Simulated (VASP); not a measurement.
The system is HfIn4SiO6.

```
Hf In Si O
1.0
     5.69867    0.00381    0.01559
    -0.70506    6.10815   -0.00575
    -2.73718   -1.39557    6.63076
Hf In Si O
1 4 1 6
Direct
  0.11793 0.01556 0.13292
  0.38842 0.99901 0.72891
  0.75865 0.00842 0.49586
  0.23461 0.48841 0.53300
  0.59649 0.48211 0.20528
  0.86778 0.44029 0.85544
  0.55316 0.38738 0.79290
  0.93454 0.38483 0.65596
  0.98414 0.26218 0.00347
  0.99083 0.69806 0.98452
  0.08665 0.06493 0.39374
  0.48680 0.10883 0.21799
```

The cell was built by a generator and needn't be a form met in nature.

Base run:

```yaml
Program: VASP 6.6.1
Functional: PBE
Potentials_or_basis: VASP PAW PBE potentials, release 64 (Hf_pv, In_d, Si, O)
Cutoff: 520 eV
k_mesh: 5 × 5 × 4
Occupations: fermi-dirac, width 0.05 eV
Spin: no spin polarisation
```

Its results: band gap on the k mesh 0.88 eV, indirect (least direct gap 1.16 eV); pressure -0.2 GPa; largest force 0.170 eV/Å.

Q: After a change of settings the same cell gave: band gap on the k mesh 0.88 eV, indirect (least direct gap 1.16 eV); pressure -1.5 GPa; largest force 0.191 eV/Å. Which change was it?
A. further incar settings from ALGO = Fast; EDIFF = 1e-06 to ALGO = Fast; EDIFF = 1e-08
B. dispersion from none to TS
C. further incar settings from ALGO = Fast; EDIFF = 1e-06 to ALGO = Fast; EDIFF = 1e-06; NBANDS = 63
D. further incar settings from ALGO = Fast; EDIFF = 1e-06 to ALGO = Fast; EDIFF = 1e-06; NBANDS = 83

A: B.

Dispersion adds attraction, which lowers the pressure at fixed volume.

Caveats: spin-orbit coupling is left out, which moves the levels of the heavy elements; an odd mesh through Γ misses points on the zone boundary, where band edges often lie.
